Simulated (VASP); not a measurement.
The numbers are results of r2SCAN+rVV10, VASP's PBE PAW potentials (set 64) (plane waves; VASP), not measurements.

VASP ran on this input.

### KPOINTS
```
Automatic mesh
0
Gamma
6 6 4
0 0 0
```

### INCAR
```
! general
SYSTEM   = CdS
PREC     = Accurate
ENCUT    = 520
LREAL    = .FALSE.
LASPH    = .TRUE.

! electronic loop
EDIFF    = 1E-7
NELM     = 100
ALGO     = Normal
LMAXMIX  = 4
LMIXTAU  = .TRUE.

! smearing
ISMEAR   = 0
SIGMA    = 0.05

! functional
METAGGA  = R2SCAN
LUSE_VDW = .TRUE.
BPARAM   = 11.95
CPARAM   = 0.0093

! ions
IBRION   = 2
NSW      = 30
ISIF     = 4
EDIFFG   = -0.01

! output
LWAVE    = .FALSE.
LCHARG   = .FALSE.
```

**POSCAR**
```
CdS
1
    2.0346457356    -3.5241096196     0.0000000000
    2.0346457356     3.5241096196     0.0000000000
    0.0000000000     0.0000000000     6.6087294112
Cd S
2 2
Direct
  0.6666670000   0.3333330000   0.4999836713
  0.3333330000   0.6666670000   0.9999836713
  0.6666670000   0.3333330000   0.8770163287
  0.3333330000   0.6666670000   0.3770163287
```

POTCAR, in this order: Cd S (PBE.64 set). Program: vasp_std.

What VASP printed:

**OUTCAR**
```
 ion  position               nearest neighbor table
   1  0.667  0.333  0.500-   4 2.49   4 2.49   4 2.49   3 2.49
   2  0.333  0.667  1.000-   3 2.49   3 2.49   3 2.49   4 2.49
   3  0.667  0.333  0.877-   2 2.49   2 2.49   2 2.49   1 2.49
   4  0.333  0.667  0.377-   1 2.49   1 2.49   1 2.49   2 2.49
  LATTYP: Found a hexagonal cell.
 ALAT       =     4.0692913241
 C/A-ratio  =     1.6240492225
 Subroutine PRICEL returns:
 Original cell was already a primitive cell.
 Subroutine GETGRP returns: Found 12 space group operations
The static configuration has the point symmetry C_3v.
 The point group associated with its full space group is C_6v.
The dynamic configuration has the point symmetry C_3v.
 Subroutine INISYM returns: Found 12 space group operations
 Subroutine IBZKPT returns following result:
 Found     21 irreducible k-points:

 Following reciprocal coordinates:
            Coordinates               Weight
  0.000000  0.000000  0.000000      1.000000
  0.166667  0.000000  0.000000      6.000000
  0.333333  0.000000  0.000000      6.000000
  0.500000  0.000000  0.000000      3.000000
  0.166667  0.166667  0.000000      6.000000
  0.333333  0.166667  0.000000     12.000000
  0.333333  0.333333  0.000000      2.000000
  0.000000  0.000000  0.250000      2.000000
  0.166667  0.000000  0.250000     12.000000
  0.333333  0.000000  0.250000     12.000000
  0.500000  0.000000  0.250000      6.000000
  0.166667  0.166667  0.250000     12.000000
  0.333333  0.166667  0.250000     24.000000
  0.333333  0.333333  0.250000      4.000000
  0.000000  0.000000  0.500000      1.000000
  0.166667  0.000000  0.500000      6.000000
  0.333333  0.000000  0.500000      6.000000
  0.500000  0.000000  0.500000      3.000000
  0.166667  0.166667  0.500000      6.000000
  0.333333  0.166667  0.500000     12.000000
...
```

File OSZICAR:
```
       N       E                     dE             d eps       ncg     rms          rms(c)
DAV:   1     0.201235198775E+03    0.20124E+03   -0.18324E+04   924   0.155E+03
DAV:   2    -0.542673245959E+02   -0.25550E+03   -0.24986E+03  1044   0.367E+02
DAV:   3    -0.683374583828E+02   -0.14070E+02   -0.14009E+02  1128   0.873E+01
DAV:   4    -0.684834370878E+02   -0.14598E+00   -0.14588E+00  1068   0.897E+00
DAV:   5    -0.684858849062E+02   -0.24478E-02   -0.24477E-02  1128   0.110E+00    0.129E+01
DAV:   6    -0.613350130337E+02    0.71509E+01   -0.73746E+00  1056   0.395E+01    0.132E+01
DAV:   7    -0.586609710877E+02    0.26740E+01   -0.10451E+00   936   0.103E+01    0.906E+00
DAV:   8    -0.601390002140E+02   -0.14780E+01   -0.80354E-01   924   0.905E+00    0.140E+00
DAV:   9    -0.573173730471E+02    0.28216E+01   -0.13599E+00   936   0.855E+00    0.851E-01
DAV:  10    -0.578329802755E+02   -0.51561E+00   -0.20846E-01   930   0.344E+00    0.483E-01
DAV:  11    -0.578807687607E+02   -0.47788E-01   -0.78990E-03  1110   0.582E-01    0.336E-01
DAV:  12    -0.581294372945E+02   -0.24867E+00   -0.97000E-02   948   0.227E+00    0.112E-01
DAV:  13    -0.581508810155E+02   -0.21444E-01   -0.44044E-02  1008   0.170E+00    0.193E-01
DAV:  14    -0.581601479451E+02   -0.92669E-02   -0.95642E-03   942   0.678E-01    0.753E-02
DAV:  15    -0.581627450213E+02   -0.25971E-02   -0.25227E-03  1026   0.342E-01    0.927E-02
DAV:  16    -0.581608139687E+02    0.19311E-02   -0.10085E-03   936   0.279E-01    0.120E-01
DAV:  17    -0.581644824528E+02   -0.36685E-02   -0.47549E-03   936   0.527E-01    0.344E-02
DAV:  18    -0.581647335974E+02   -0.25114E-03   -0.21550E-04  1086   0.128E-01    0.318E-02
DAV:  19    -0.581647343241E+02   -0.72670E-06   -0.93033E-06  1038   0.278E-02    0.209E-02
DAV:  20    -0.581647259377E+02    0.83864E-05   -0.22551E-05  1002   0.279E-02    0.680E-03
DAV:  21    -0.581647346957E+02   -0.87580E-05   -0.14833E-05   960   0.286E-02    0.811E-03
DAV:  22    -0.581647310578E+02    0.36379E-05   -0.29919E-06   948   0.163E-02    0.878E-03
DAV:  23    -0.581647346149E+02   -0.35572E-05   -0.73287E-07   960   0.779E-03    0.574E-03
DAV:  24    -0.581647359371E+02   -0.13221E-05   -0.64563E-07   996   0.780E-03    0.402E-03
DAV:  25    -0.581647359753E+02   -0.38245E-07   -0.54264E-08   636   0.208E-03
   1 F= -.58164736E+02 E0= -.58164736E+02  d E =-.581647E+02
```

OUTCAR:
```
------------------------ aborting loop because EDIFF is reached ----------------------------------------
  FORCE on cell =-STRESS in cart. coord.  units (eV):
  Direction    XX          YY          ZZ          XY          YZ          ZX
  --------------------------------------------------------------------------------------
  Total        2.6331753      2.6331750      2.6549268      0.0000000      0.0000000      0.0000000
  in kB       44.5147744     44.5147701     44.8824915      0.0000000      0.0000000      0.0000000
  external PRESSURE =      44.6373453 kB  Pullay stress =       0.0000000 kB
  volume of cell :       94.77
      direct lattice vectors                 reciprocal lattice vectors
     2.034645736 -3.524109620  0.000000000     0.245743026 -0.141879809  0.000000000
     2.034645736  3.524109620  0.000000000     0.245743026  0.141879809  0.000000000
     0.000000000  0.000000000  6.608729411     0.000000000  0.000000000  0.151315017
  FREE ENERGIE OF THE ION-ELECTRON SYSTEM (eV)
  ---------------------------------------------------
  free  energy   TOTEN  =       -58.1647359753 eV

  energy  without entropy=      -58.1647359753  energy(sigma->0) =      -58.16473598

 reached required accuracy - stopping structural energy minimisation
```
(Selected blocks of OUTCAR.)

The compound is CdS in the wurtzite structure. This cell is one point of a volume scan, at 0.94 of the reference volume.
